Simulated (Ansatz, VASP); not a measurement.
# Cross-check of Ta2MoS2NO2 (2H-MoS2 under Ta2NO2 MXene, AA) between VASP and Ansatz

One calculation is typed for both programs; each brings its own data sets. How far apart do they land? The cell is taken from a series of runs on this material, whose earlier steps may have relaxed, scaled, displaced or heated it; both programs get it as it stands.

Method: plane waves, with VASP 6.6.1 beside it; single point at PBEsol with D3(BJ), in Ansatz 0.2.0.

## 1. Set-up

The cell holds 8 atoms: 2 S, 1 Mo, 2 O, 2 Ta and 1 N. Its edges and angles: a = 3.095 Å, b = 3.095 Å, c = 28.704 Å, α = 90.0°, β = 90.0°, γ = 120.0°. Vacuum lies along c.

## 2. Ansatz: single point, PBEsol with D3(BJ)

Ansatz runs on its default PAW (the set named soft_2) files.

A single point gives forces, pressure and levels at one fixed geometry, so differences don't come from the geometry; what else differs is listed under the comparison.

The input, input.yaml:

```yaml
crystal:
  lattice:
    - [3.0953660279, 0.0, 0.0]
    - [-1.5476830139, 2.6806656141, 0.0]
    - [0.0, 0.0, 28.7040559926]
  atoms:
    - { symbol: S, position: [0.3333333333, 0.6666666667, 0.3135445389] }
    - { symbol: Mo, position: [0.0, 0.0, 0.3682846617] }
    - { symbol: S, position: [0.3333333333, 0.6666666667, 0.4229186851] }
    - { symbol: O, position: [0.3333333333, 0.6666666667, 0.5289957791] }
    - { symbol: Ta, position: [0.6666666667, 0.3333333333, 0.5664464209] }
    - { symbol: "N", position: [0.0, 0.0, 0.6076276179] }
    - { symbol: Ta, position: [0.3333333333, 0.6666666667, 0.6488070591] }
    - { symbol: O, position: [0.6666666667, 0.3333333333, 0.6864554611] }
kpoints:
  mp_grid: { grid: [18, 18, 1] }
  band_path:
    path: [[0, 0, 0], [0.5, 0, 0], [0.33333333, 0.33333333, 0], [0, 0, 0]]
    npoints: 16
hamiltonian:
  xc: pbesol
  dispersion: d3bj
scf:
  occupations: { method: fermi_dirac, width: 0.02585 }
  convergence: { dr2_threshold: 1.0e-10 }
efield:
  axis: 3
  dipole_correction: true
  ramp_position: 0.97
  ramp_width: 0.06
  amplitude: 0
output:
  dos: { projected: true, e_range: [-6, 5] }
  bader: true
  write_potential: true
  write_density: true
  volumetric_format: npy
  elf: true
```

The run is started by

```bash
$ ansatz run input.yaml --threads 4 --pin off --max-ram 6144MiB --backend cpu --events-out ev --progress --plain --runs-dir out
```

Numbers of over 12 decimals in the logs are rounded to 6 here.

What it wrote:

```text
Engine: ansatz 0.2.0, aarch64-unknown-linux-gnu
Pseudopotentials: kind: paw
Pseudopotential: S, paw, valence charge 6, recommended cutoff 420 eV (normal), S.paw.azcp
Pseudopotential: Mo, paw, valence charge 14, recommended cutoff 420 eV (normal), Mo.paw.azcp
Pseudopotential: O, paw, valence charge 6, recommended cutoff 420 eV (normal), O.paw.azcp
Pseudopotential: Ta, paw, valence charge 13, recommended cutoff 420 eV (normal), Ta.paw.azcp
Pseudopotential: N, paw, valence charge 5, recommended cutoff 420 eV (normal), N.paw.azcp
Functional definition: PBEsol
  exchange = pbesol_x
  correlation = pbesol_c
Crystal: 8 atoms, lattice volume = 238.176 Å³
Basis set: ecut = 420 eV, 4631 PW (Γ)
Bands: 43, of which v1, the nominal top of the filled ones, is band 35 counted from 1 (34 counted from 0)
Symmetry: 6 space group operations
Space group: P3m1 (ITA 156), of the structure as read, at distance tolerance 6.2e-5 Å
k-points: 37 of 324 (time reversal used)
Non-local potential: S, projectors of the file, l = 0: 2, l = 1: 2, l = 2: 2
Non-local potential: Mo, projectors of the file, l = 0: 3, l = 1: 2, l = 2: 2, l = 3: 1
Non-local potential: O, projectors of the file, l = 0: 2, l = 1: 2, l = 2: 1
Non-local potential: Ta, projectors of the file, l = 0: 3, l = 1: 2, l = 2: 2, l = 3: 1
Non-local potential: N, projectors of the file, l = 0: 2, l = 1: 2, l = 2: 1
PAW form: soft (Blöchl's): semilocal exchange-correlation on the pseudo side does not see the compensation charge
PAW frozen core: S, regenerated for the run's functional, and the local potential with it (the file was generated under x = pbe(κ = 0.804, μ = 0.219515), c = pbe(β = 0.066725))
PAW frozen core: Mo, regenerated for the run's functional, and the local potential with it (the file was generated under x = pbe(κ = 0.804, μ = 0.219515), c = pbe(β = 0.066725))
PAW frozen core: O, regenerated for the run's functional, and the local potential with it (the file was generated under x = pbe(κ = 0.804, μ = 0.219515), c = pbe(β = 0.066725))
PAW frozen core: Ta, regenerated for the run's functional, and the local potential with it (the file was generated under x = pbe(κ = 0.804, μ = 0.219515), c = pbe(β = 0.066725))
PAW frozen core: N, regenerated for the run's functional, and the local potential with it (the file was generated under x = pbe(κ = 0.804, μ = 0.219515), c = pbe(β = 0.066725))
PAW one-centre angular grid: S, 110 points (default); XC on 64 Gauss nodes
PAW one-centre angular grid: Mo, 590 points (default); XC on 64 Gauss nodes
PAW one-centre angular grid: O, 110 points (default); XC on 64 Gauss nodes
PAW one-centre angular grid: Ta, 590 points (default); XC on 64 Gauss nodes
PAW one-centre angular grid: N, 110 points (default); XC on 64 Gauss nodes
Initial density: superposition of atomic densities (neutral atoms: chi_scale 0, normalization atom), corrected by the library's trained network
Initial wavefunctions: pseudopotential atomic-orbital guess
Functional: x = pbesol(κ = 0.804, μ = 0.123457), c = pbesol(β = 0.046)
SCF iter   1: F=—  HF=-27789.969424 eV  |F-HF|=—  |Δ(HF+E_count)|=         —  Δρ=9.22e-3  dr2=3.44e-1  ethr=1.77e-3  p=-0.025 e·Å  D=-1.89e-2 V/Å  ΔV_dip=0.54 eV  dr2_dipole=5.06e-2  V_vac-E_F(+/−)=5.70/5.16 eV  ⟨swp⟩=11.4  Hψ=9034  notcnv=0
efield: sawtooth ramp at fractional position 0.9700 (set: `efield.ramp_position`, or a place that a band, a saddle search or an elastic batch's reference lends), width 0.0600; the density the first Hamiltonian is built on has a dipole p = -0.025 e·Å; the dipole correction subtracts the counter field D = -1.89e-2 V/Å, which shifts the + side's vacuum level by +0.54 eV against the − side's; the planar-averaged density in the ramp window peaks in size at 2.4e-5 e/Å³
preconditioner: auto → LDOS  [insulator: Δε(μ)=0.064 eV  Ē_g=9.560 eV  σ=0.026 eV  W_gap=0.55  n_scr=20 (ndim 8)  ℏωp=16.1 eV  f_vac=0.533  D(μ)=1.56/eV (n_scr^D=8)  ε∞_Penn≈3.9  β→1.0]
SCF iter   2: F=—  HF=-27790.334144 eV  |F-HF|=—  |Δ(HF+E_count)|=   3.65e-1  Δρ=1.80e-2  dr2=1.44e1  ethr=4.98e-4  p=0.074 e·Å  D=5.66e-2 V/Å  ΔV_dip=-1.62 eV  dr2_dipole=6.21e0  V_vac-E_F(+/−)=4.93/6.56 eV  ⟨swp⟩=4.1  Hψ=3305  notcnv=0  defer=101  recentre
SCF iter   3: F=—  HF=-27789.940714 eV  |F-HF|=—  |Δ(HF+E_count)|=   3.93e-1  Δρ=5.90e-3  dr2=1.43e-1  ethr=4.98e-4  p=-0.017 e·Å  D=-1.31e-2 V/Å  ΔV_dip=0.38 eV  dr2_dipole=2.26e-2  V_vac-E_F(+/−)=5.57/5.20 eV  ⟨swp⟩=3.9  Hψ=3159  notcnv=0  defer=46
SCF iter   4: F=—  HF=-27789.932405 eV  |F-HF|=—  |Δ(HF+E_count)|=   8.31e-3  Δρ=2.43e-3  dr2=7.29e-2  ethr=2.07e-4  p=-0.018 e·Å  D=-1.39e-2 V/Å  ΔV_dip=0.40 eV  dr2_dipole=1.94e-2  V_vac-E_F(+/−)=5.37/4.97 eV  ⟨swp⟩=2.8  Hψ=2658  notcnv=0  defer=78
SCF iter   5: F=—  HF=-27789.925235 eV  |F-HF|=—  |Δ(HF+E_count)|=   7.17e-3  Δρ=1.15e-3  dr2=1.00e-2  ethr=1.06e-4  p=-0.002 e·Å  D=-1.69e-3 V/Å  ΔV_dip=0.05 eV  dr2_dipole=7.23e-5  V_vac-E_F(+/−)=5.33/5.28 eV  ⟨swp⟩=3.2  Hψ=2310  notcnv=0  defer=79
SCF iter   6: F=—  HF=-27789.924658 eV  |F-HF|=—  |Δ(HF+E_count)|=   5.77e-4  Δρ=4.80e-4  dr2=3.21e-3  ethr=1.45e-5  p=-0.003 e·Å  D=-2.22e-3 V/Å  ΔV_dip=0.06 eV  dr2_dipole=9.47e-4  V_vac-E_F(+/−)=5.31/5.25 eV  ⟨swp⟩=2.8  Hψ=2493  notcnv=0  defer=79
SCF iter   7: F=—  HF=-27789.924543 eV  |F-HF|=—  |Δ(HF+E_count)|=   1.16e-4  Δρ=2.11e-4  dr2=1.37e-3  ethr=4.65e-6  p=-0.002 e·Å  D=-1.47e-3 V/Å  ΔV_dip=0.04 eV  dr2_dipole=5.36e-4  V_vac-E_F(+/−)=5.31/5.27 eV  ⟨swp⟩=1.9  Hψ=1701  notcnv=0  defer=79
SCF iter   8: F=—  HF=-27789.924426 eV  |F-HF|=—  |Δ(HF+E_count)|=   1.17e-4  Δρ=1.12e-4  dr2=9.44e-4  ethr=1.99e-6  p=-0.001 e·Å  D=-4.94e-4 V/Å  ΔV_dip=0.01 eV  dr2_dipole=4.13e-4  V_vac-E_F(+/−)=5.31/5.29 eV  ⟨swp⟩=1.2  Hψ=1524  notcnv=0  defer=79
SCF iter   9: F=—  HF=-27789.924328 eV  |F-HF|=—  |Δ(HF+E_count)|=   9.79e-5  Δρ=8.11e-5  dr2=6.32e-4  ethr=1.37e-6  p=0.001 e·Å  D=4.28e-4 V/Å  ΔV_dip=-0.01 eV  dr2_dipole=2.84e-4  V_vac-E_F(+/−)=5.31/5.32 eV  ⟨swp⟩=1.3  Hψ=1622  notcnv=0  defer=72
SCF iter  10: F=—  HF=-27789.924127 eV  |F-HF|=—  |Δ(HF+E_count)|=   2.01e-4  Δρ=7.93e-5  dr2=1.45e-5  ethr=9.15e-7  p=0.006 e·Å  D=4.19e-3 V/Å  ΔV_dip=-0.12 eV  dr2_dipole=5.46e-8  V_vac-E_F(+/−)=5.31/5.43 eV  ⟨swp⟩=2.1  Hψ=2225  notcnv=0  defer=66
SCF iter  11: F=—  HF=-27789.924139 eV  |F-HF|=—  |Δ(HF+E_count)|=   1.17e-5  Δρ=2.35e-5  dr2=1.10e-6  ethr=2.10e-8  p=0.006 e·Å  D=4.33e-3 V/Å  ΔV_dip=-0.12 eV  dr2_dipole=5.89e-8  V_vac-E_F(+/−)=5.31/5.43 eV  ⟨swp⟩=2.2  Hψ=2550  notcnv=0  defer=59
SCF iter  12: F=—  HF=-27789.924358 eV  |F-HF|=—  |Δ(HF+E_count)|=   2.19e-4  Δρ=6.50e-6  dr2=1.14e-7  ethr=1.59e-9  p=0.006 e·Å  D=4.28e-3 V/Å  ΔV_dip=-0.12 eV  dr2_dipole=1.60e-8  V_vac-E_F(+/−)=5.31/5.43 eV  ⟨swp⟩=2.6  Hψ=2623  notcnv=0  defer=59
SCF iter  13: F=—  HF=-27789.924358 eV  |F-HF|=—  |Δ(HF+E_count)|=   1.10e-7  Δρ=2.54e-6  dr2=1.56e-8  ethr=1.65e-10  p=0.006 e·Å  D=4.32e-3 V/Å  ΔV_dip=-0.12 eV  dr2_dipole=3.72e-10  V_vac-E_F(+/−)=5.31/5.43 eV  ⟨swp⟩=3.3  Hψ=3066  notcnv=0  defer=59
SCF iter  14: F=—  HF=-27789.924358 eV  |F-HF|=—  |Δ(HF+E_count)|=   1.61e-8  Δρ=1.69e-6  dr2=3.77e-8  ethr=2.25e-11  p=0.006 e·Å  D=4.31e-3 V/Å  ΔV_dip=-0.12 eV  dr2_dipole=4.26e-9  V_vac-E_F(+/−)=5.31/5.43 eV  ⟨swp⟩=3.1  Hψ=2405  notcnv=0  defer=59  recentre
SCF iter  15: F=—  HF=-27789.924358 eV  |F-HF|=—  |Δ(HF+E_count)|=   3.55e-9  Δρ=1.58e-6  dr2=3.11e-8  ethr=2.25e-11  p=0.006 e·Å  D=4.32e-3 V/Å  ΔV_dip=-0.12 eV  dr2_dipole=4.57e-9  V_vac-E_F(+/−)=5.31/5.43 eV  ⟨swp⟩=3.0  Hψ=2301  notcnv=0  defer=59
SCF iter  16: F=—  HF=-27789.924358 eV  |F-HF|=—  |Δ(HF+E_count)|=  7.17e-10  Δρ=6.01e-7  dr2=1.70e-9  ethr=2.25e-11  p=0.006 e·Å  D=4.32e-3 V/Å  ΔV_dip=-0.12 eV  dr2_dipole=8.60e-11  V_vac-E_F(+/−)=5.31/5.43 eV  ⟨swp⟩=2.0  Hψ=1767  notcnv=0  defer=59
SCF iter  17: F=-27789.924358 eV  HF=-27789.924358 eV  |F-HF|=1.82e-11  |Δ(HF+E_count)|=  3.20e-10  Δρ=2.05e-7  dr2=7.56e-11  ethr=1.00e-12  p=0.006 e·Å  D=4.32e-3 V/Å  ΔV_dip=-0.12 eV  dr2_dipole=6.41e-13  V_vac-E_F(+/−)=5.31/5.43 eV  ⟨swp⟩=11.3  Hψ=5871  notcnv=0
SCF 1 converged in 17 iterations: F = -27789.924358 eV  dr2 = 7.56e-11
  greatest PAW one-centre occupation: 1.000 electrons in one spin orbital (limit 2), on the Ta atom at site 4 (counted from 0), in its partial waves of l = 0
NSCF: frozen V_eff on 49 k-points
efield: sawtooth ramp at fractional position 0.9700 (kept from the solve that this one continues, or follows in the run), width 0.0600; the density the first Hamiltonian is built on has a dipole p = 0.006 e·Å; the dipole correction subtracts the counter field D = 4.32e-3 V/Å, which shifts the + side's vacuum level by -0.12 eV against the − side's; the planar-averaged density in the ramp window peaks in size at 2.2e-6 e/Å³
WARN: The output density's exchange-correlation potential varies sharply where the density is thin. Do not read a vacuum level from v_tot or v_xc, or from such a field of the output density. On a cell that repeats whose density bears no net charge and no dipole along the vacuum's axis use v_es (v_loc + v_h of the components); under efield.dipole_correction with no amplitude use v_es + v_field, which holds any externa [...]
SCF converged after 17 iterations
Free energy (F): -27789.924358 eV
Harris-Foulkes:  -27789.924358 eV  (|F-HF|=1.82e-11)
Internal energy: -27789.921307 eV  (E = F + TS)
E sigma→0 (E₀):  -27789.922833 eV
Entropy (-TS):   -0.003051 eV (-0.381 meV/atom)
Fermi energy:    3.369968 eV
Dipole field:    D = 0.004315 V/Å  (p = 0.005679 e·Å, saw-weighted, corrected)
Work function:   Φ+ = 5.3059 eV   Φ− = 5.4298 eV
Levels:          The Fermi level and band energies are counted from a zero that moves with the ramp; work functions are not
--- Per-component energies (eV) ---
  E_band       = -1142.841293
  E_kinetic    = 1877.220852
  E_local      = -84656.615835  (includes V_loc(G=0)·N_el)
  E_nonlocal   = 378.445313
  E_hartree    = 41407.055438
  E_xc         = -1017.832729
  E_vxc        = -1079.000196  (∫ρ·V_xc dr)
  E_paw        = -21285.064269  (= ΣΔE_a)
  E_vpaw       = -476.857403  (= ΣTr[D̂ρ^β])
  E_aug_tail   = 0.005381  (compensation charges beyond the density's cutoff)
  E_efield     = 0.000012  (sawtooth field / dipole correction)
  E_vefield    = -0.149083  (∫n·V_field dr)
  E_ewald      = 35508.147596
  E_disp       = -2.142232  (pairwise vdW)
  E_core_change = 0.859166  (= ΣΔE_core)
  E_smearing   = -0.003051  (= −TS)
  E_closure    = 0.000000  (closes the sum)
  Σ components = -27789.924358   (vs F -27789.924358, Δ=0.00e0)
--- Band table (eV; the first three rows and the last of 37) ---
  k-point 0: bands = [... 31 lower, 1.5133, 2.0686, 2.0686, 2.6606, 3.0169, 4.8044, 4.8044, 5.3796, ... 4 higher]
  k-point 1: bands = [... 31 lower, 1.6713, 2.1033, 2.2168, 2.6521, 3.0102, 4.8436, 4.8603, 5.4043, ... 4 higher]
  k-point 2: bands = [... 31 lower, 1.8148, 2.0266, 2.5732, 2.6074, 3.1234, 4.9784, 4.9881, 5.4678, ... 4 higher]
  k-point 36: bands = [... 31 lower, 0.6289, 2.8855, 3.4402, 3.4526, 3.4686, 4.8694, 5.7919, 5.9540, ... 4 higher]
--- Bader charges: 8 sites ---
  site symbol  charge [e]  shift [e]
     0      S     -0.5870     0.0012
     1     Mo      1.1750     0.0024
     2      S     -0.5815     0.0012
     3      O     -1.2151     0.0014
     4     Ta      2.1468     0.0018
     5      N     -1.8784     0.0008
     6     Ta      2.1495     0.0017
     7      O     -1.2093     0.0013
  estimated error of the sums over rays = 7.8e-4 e
```

Reading the cycles: dr2 is the Hartree energy of the density residual (eV), the measure of convergence; HF is the Harris–Foulkes estimate of the energy, which meets the free energy F at convergence.

[end of part 1 of 2]

[Lines on the potential files, build, host, timing and source positions are cut from VASP's logs without a mark.]

[Logs are printed without paths, hosts, clocks, repeated set-up lines and the standing remarks that a program may print on its own settings, such as how far it seeks lower states.]

[Hosts, paths, dates, database ids (printed as entryN), source tags and the programs' standing remarks are cut or masked in the printed files.]
